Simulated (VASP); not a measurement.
```xyz
2
Lattice="0.0000 3.1450 3.1450 3.1450 0.0000 3.1450 3.1450 3.1450 0.0000" Properties=species:S:1:pos:R:3 pbc="T T T"
K      0.0000     0.0000     0.0000
Cl     3.1450     3.1450     3.1450
```

The numbers are results of r2SCAN meta-GGA, VASP's PBE PAW potentials (set 64) (plane waves; VASP), not measurements. Numerical set-up: 400 eV cut-off, 7×7×7 Γ-centred mesh, Gaussian smearing of 0.050 eV, potentials K_sv Cl.

Question: Predict the energy per atom (σ→0), band gap (on the k-mesh) with the smallest direct gap where there is one.

Answer: 
The band gap (on the k-mesh) is 5.83 eV. The smallest direct gap (on the k-mesh) is 5.83 eV and the energy per atom (σ→0) is -8.251 eV/atom.

Only differences to runs with the same potentials and settings are physical.

The compound is KCl in the rock salt structure. The cell was not relaxed at this level. The start is the result of an earlier pass.
